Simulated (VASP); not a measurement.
# Ga2SnSe (P4/mmm) in VASP: relaxation of cell and atoms with PBE

Aim: the relaxation of cell and atoms of Ga2SnSe with PBE.

Everything below comes from runs of VASP 6.6.1. Logs are shortened: lines on timing, memory, paths and dates and some standing lists are left out, and cuts for length are marked.

**1. The structure**

It takes space group P4/mmm (No. 123, tetragonal). Conventional cell: a = 6.483 Å, b = 6.483 Å, c = 5.198 Å, α = 90.00°, β = 90.00°, γ = 90.00°. Around Ga (site symmetry m2m) lie 1 Sn at 2.08 Å and 1 Ga at 2.33 Å. Sn (site symmetry 4/mmm) is surrounded by 4 Ga at 2.08 Å. Sn (site symmetry 4/mmm) has 2 Sn at 2.60 Å as nearest neighbours. Se (site symmetry 4/mmm) is surrounded by 2 Se at 2.60 Å. Se (site symmetry 4/mmm) has 2 Se at 2.60 Å as nearest neighbours.

The cell was built by a generator and needn't be a form met in nature.

**2. Relaxation of cell and atoms, PBE**

Input file INCAR:

```
SYSTEM = Ga2SnSe
PREC = Normal
ENCUT = 520
EDIFF = 1E-4
ISMEAR = 0
SIGMA = 0.15
LREAL = .FALSE.
LASPH = .TRUE.
NELM = 60
ALGO = Fast
ISIF = 3
LWAVE = .FALSE.
LCHARG = .FALSE.
GGA = PE
IBRION = 2
NSW = 24
EDIFFG = -0.08
```

Input file KPOINTS:

```
Automatic mesh
0
G
  2 2 3
  0 0 0
```

Input file POSCAR:

```
Ga2SnSe
1.0
    6.4825265200      0.0000000000      0.0000000000
    0.0000000000      6.4825265200      0.0000000000
    0.0000000000      0.0000000000      5.1984893400
Ga Sn Se
4 2 2
Direct
    0.8201638000      0.5000000000      0.5000000000
    0.1798362000      0.5000000000      0.5000000000
    0.5000000000      0.8201638000      0.5000000000
    0.5000000000      0.1798362000      0.5000000000
    0.5000000000      0.5000000000      0.5000000000
    0.5000000000      0.5000000000      0.0000000000
    0.0000000000      0.0000000000      0.0000000000
    0.0000000000      0.0000000000      0.5000000000
```

Potentials or basis: VASP PAW PBE potentials, release 64 (Ga_d, Sn_d, Se).

Command:

```bash
$ cat potpaw_PBE.64/Ga_d/POTCAR potpaw_PBE.64/Sn_d/POTCAR potpaw_PBE.64/Se/POTCAR > POTCAR
$ mpirun -np 1 vasp_std > vasp.out
```

OUTCAR:

```text
SYSTEM = Ga2SnSe
   PREC = Normal
   ENCUT = 520
   EDIFF = 1E-4
   ISMEAR = 0
   LREAL = .FALSE.
   LASPH = .TRUE.
   NELM = 60
   ISIF = 3
   GGA = PE
   IBRION = 2
   NSW = 24
   EDIFFG = -0.08

 ion  position               nearest neighbor table
   1  0.820  0.500  0.500-   5 2.08   2 2.33   6 3.33   6 3.33
   2  0.180  0.500  0.500-   5 2.08   1 2.33   6 3.33   6 3.33
   3  0.500  0.820  0.500-   5 2.08   4 2.33   6 3.33   6 3.33
   4  0.500  0.180  0.500-   5 2.08   3 2.33   6 3.33   6 3.33
   5  0.500  0.500  0.500-   1 2.08   2 2.08   3 2.08   4 2.08   6 2.60   6 2.60
   6  0.500  0.500  0.000-   5 2.60   5 2.60   3 3.33   4 3.33   1 3.33   1 3.33   2 3.33   3 3.33
                             4 3.33   2 3.33
   7  0.000  0.000  0.000-   8 2.60   8 2.60
   8  0.000  0.000  0.500-   7 2.60   7 2.60

  LATTYP: Found a simple tetragonal cell.
 ALAT       =     6.4825265200
 C/A-ratio  =     0.8019233433

  Lattice vectors:

 A1 = (   6.4825265200,   0.0000000000,   0.0000000000)
 A2 = (   0.0000000000,   6.4825265200,   0.0000000000)
 A3 = (   0.0000000000,   0.0000000000,   5.1984893400)

Analysis of symmetry for initial positions (statically):
=====================================================================
 Subroutine PRICEL returns:
 Original cell was already a primitive cell.

 Routine SETGRP: Setting up the symmetry group for a
 simple tetragonal supercell.

 Subroutine GETGRP returns: Found 16 space group operations
 (whereof 16 operations were pure point group operations)
 out of a pool of 16 trial point group operations.

The static configuration has the point symmetry D_4h.

Analysis of symmetry for dynamics (positions and initial velocities):
=====================================================================
 Subroutine PRICEL returns:
 Original cell was already a primitive cell.

 Routine SETGRP: Setting up the symmetry group for a
 simple tetragonal supercell.

 Subroutine GETGRP returns: Found 16 space group operations
 (whereof 16 operations were pure point group operations)
 out of a pool of 16 trial point group operations.

The dynamic configuration has the point symmetry D_4h.

 Subroutine INISYM returns: Found 16 space group operations
 (whereof 16 operations are pure point group operations),
 and found     1 'primitive' translations

----------------------------------------------------------------------------------------

[... 97 lines left out ...]
   NUPDOWN=      -1.0000    fix difference up-down
   EMIN   =  10.00;   EMAX   =-10.00  energy-range for DOS
   EFERMI =   0.00;   METHOD = LEGACY
   ISMEAR =     0;   SIGMA  =   0.15  broadening in eV -4-tet -1-fermi 0-gaus
   EFERMI_NEDOS =   21; number of points for ismear=-14 and -15
   IALGO  =     68    algorithm
   IMIX   =      4    mixing-type and parameters
     AMIX     =   0.40;   BMIX     =  1.00
     AMIX_MAG =   1.60;   BMIX_MAG =  1.00
  volume/ion in A,a.u.               =      27.31       184.28
  Fermi-wavevector in a.u.,A,eV,Ry     =   1.227106  2.318895 20.487515  1.505790
  Thomas-Fermi vector in A             =   2.362082
   LORBIT       =      0    0 simple, 1 ext, 2 COOP (PROOUT), +10 PAW based schemes
   GGA     = PE    functional components
   LHFCALC =     F    Hartree Fock is set to
   AEXX    =    0.0000 exact exchange contribution
   IVDW    =     0    specifies the selected vdW correction
   LEPSILON=     F    determine dielectric tensor
   LRPA    =     F    only Hartree local field effects (RPA)
 conjugate gradient relaxation of ions
 non-spin polarized calculation
 RMM-DIIS sequential band-by-band and
 Gauss-broadening in eV      SIGMA  =   0.15
  energy-cutoff  :      520.00
  volume of cell :      218.46
 maximum number of plane-waves:      5899
   NGX = 25   NGY = 25   NGZ = 19

--------------------------------------- Ionic step        1  -------------------------------------------

 number of electron      92.0000117 magnetization

 Free energy of the ion-electron system (eV)
  ---------------------------------------------------
  ext. energy  EPLUGINS =         0.00000000
  ---------------------------------------------------
  free energy    TOTEN  =       -11.86618389 eV

  energy without entropy =      -11.81021395  energy(sigma->0) =      -11.83819892

------------------------ aborting loop because EDIFF is reached ----------------------------------------

  FORCE on cell =-STRESS in cart. coord.  units (eV):
  Direction    XX          YY          ZZ          XY          YZ          ZX
  --------------------------------------------------------------------------------------
  -------------------------------------------------------------------------------------
  Total       44.5437998     44.5437998     15.6221631      0.0000000      0.0000000      0.0000000
  in kB      326.6871723    326.6871723    114.5739769      0.0000000      0.0000000      0.0000000
  external PRESSURE =     255.9827738 kB  Pullay stress =       0.0000000 kB
[... 29 lines left out ...]
--------------------------------------- Ionic step        2  -------------------------------------------

 number of electron      91.9999897 magnetization

------------------------ aborting loop EDIFF was not reached (unconverged)  ----------------------------

  FORCE on cell =-STRESS in cart. coord.  units (eV):
  Direction    XX          YY          ZZ          XY          YZ          ZX
  --------------------------------------------------------------------------------------
  -------------------------------------------------------------------------------------
  Total       22.6766338     22.6766338     -8.9974069      0.0000000      0.0000000      0.0000000
  in kB       94.4419755     94.4419755    -37.4717378      0.0000000      0.0000000      0.0000000
  external PRESSURE =      50.4707378 kB  Pullay stress =       0.0000000 kB
[... 197 lines left out ...]
--------------------------------------- Ionic step        7  -------------------------------------------

 number of electron      92.0000379 magnetization

 Free energy of the ion-electron system (eV)
  ---------------------------------------------------
  ext. energy  EPLUGINS =         0.00000000
  ---------------------------------------------------
  free energy    TOTEN  =       -20.54264737 eV

  energy without entropy =      -20.48197289  energy(sigma->0) =      -20.51231013

 E-fermi :   1.4610     XC(G=0):  -7.4294

 val. band max:        1.4523216301   @ k =   0.0000   0.0000   0.0000
 cond. band min:       1.5259356892   @ k =   0.5000   0.5000   0.0000
 fundamental gap:      0.0736140591
 Fermi energy:         1.4610401148

 k-point     1 :       0.0000    0.0000    0.0000
  band No.  band energies     occupation
      1     -21.0167      2.00000
      2     -20.7891      2.00000
      3     -20.7313      2.00000
      4     -20.7313      2.00000
      5     -20.6897      2.00000
      6     -20.0207      2.00000
[... 372 lines left out ...]
  FREE ENERGIE OF THE ION-ELECTRON SYSTEM (eV)
  ---------------------------------------------------
  free  energy   TOTEN  =       -20.5426473658 eV

  energy  without entropy=      -20.4819728939  energy(sigma->0) =      -20.51231013

 reached required accuracy - stopping structural energy minimisation
```

Wall time 4.1 min (1 thread of Intel Xeon Platinum 8488C (Sapphire Rapids), shared host); peak memory 0.24 GiB.

Results:

```
Free energy                            : -20.5426 eV
Relaxed volume                         : 40.22 Å³/atom
Relaxed cell                           : a = 7.686 Å, b = 7.686 Å, c = 5.447 Å, α = 90.00°, β = 90.00°, γ = 90.00°
Space group after relaxing (to 0.05 Å) : P4/mmm (No. 123)
Energy gained by relaxing              : 1084.6 meV/atom
Ionic steps                            : 7
Pressure after relaxing                : 0.2 GPa
Largest force after relaxing           : 0.036 eV/Å
Band gap on the k mesh                 : none (metal or under the smearing width)
```

Forces in eV/Å, atoms in the order of the input:
```
Ga  -0.036  0.000  0.000
Ga   0.036  0.000  0.000
Ga   0.000 -0.036  0.000
Ga   0.000  0.036  0.000
Sn   0.000  0.000  0.000
Sn   0.000  0.000  0.000
Se   0.000  0.000  0.000
Se   0.000  0.000  0.000
```

Step by step:
```
step  energy change (eV)  largest force (eV/Å)  pressure (GPa)  volume (Å³)
   1              0.0000                9.5863           25.60       218.46
   2              4.2287               18.1318            5.05       384.70
   3             -6.8928                4.3215            6.33       270.45
   4             -8.5732                0.2522           -0.99       341.55
   5             -8.6725                0.1873            0.08       321.80
   6             -8.6730                0.0736           -0.18       323.51
   7             -8.6765                0.0359            0.17       321.78
```

Final structure:
```
CELL_PARAMETERS angstrom
7.68612 0.00000 0.00000
0.00000 7.68612 0.00000
0.00000 0.00000 5.44691
ATOMIC_POSITIONS crystal
Ga 0.84092 0.50000 0.50000
Ga 0.15908 0.50000 0.50000
Ga 0.50000 0.84092 0.50000
Ga 0.50000 0.15908 0.50000
Sn 0.50000 0.50000 0.50000
Sn 0.50000 0.50000 0.00000
Se 0.00000 0.00000 0.00000
Se 0.00000 0.00000 0.50000
```

Levels at points of the mesh, in eV from the Fermi level:
| k point | band 41 | band 42 | band 43 | band 44 | band 45 | band 46 | band 47 | band 48 | band 49 | band 50 |
| --- | --- | --- | --- | --- | --- | --- | --- | --- | --- | --- |
| (0.00, 0.00, 0.00) | -2.57 | -2.57 | -0.01 | -0.01 | 0.40 | 0.55 | 0.55 | 0.91 | 1.03 | 1.11 |
| (0.50, 0.00, 0.00) | -2.82 | -2.73 | -2.01 | -0.13 | 0.11 | 0.35 | 0.48 | 0.59 | 0.63 | 0.96 |
| (0.50, 0.50, 0.00) | -3.19 | -2.25 | -2.25 | -1.79 | -0.93 | 0.06 | 0.06 | 0.31 | 0.31 | 1.14 |

Caveat: the k mesh is coarse (spacing up to 0.48 Å⁻¹), so the values aren't converged; the volume moved by over 15 % at a fixed basis, so the end points are rough; the relaxation stopped at a loose force limit of 0.08 eV/Å, so its end isn't a converged minimum.
